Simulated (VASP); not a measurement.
Input:

```yaml
crystal:
  lattice:
    - [3.94043, 0.00000, 0.00000]
    - [-1.97021, 3.41251, 0.00000]
    - [0.00000, 0.00000, 24.63216]
  atoms:
    - { symbol: Ca, position: [0.33333, 0.66667, 0.37298] }
    - { symbol: Ca, position: [0.00000, 0.00000, 0.50000] }
    - { symbol: Ca, position: [0.66667, 0.33333, 0.62702] }
```

Calculation: r2SCAN meta-GGA, VASP's PBE PAW potentials (set 64) (plane waves; VASP). Numerical set-up: PREC = Normal, 400 eV cut-off, 8×8×1 Γ-centred mesh, first-order Methfessel-Paxton smearing of 0.10 eV, potentials Ca_sv.

Task: Predict the energy per atom (σ→0), band gap (on the k-mesh) with the smallest direct gap where there is one.

Result: 
- band gap (on the k-mesh): none (metal, semimetal or under 0.01 eV)
- energy per atom (σ→0): -6754 meV/atom

Total energies compare only between runs with the same potentials, cut-off and functional.

The cell is a thin slab with vacuum, built from Ca (fcc): (111) face.
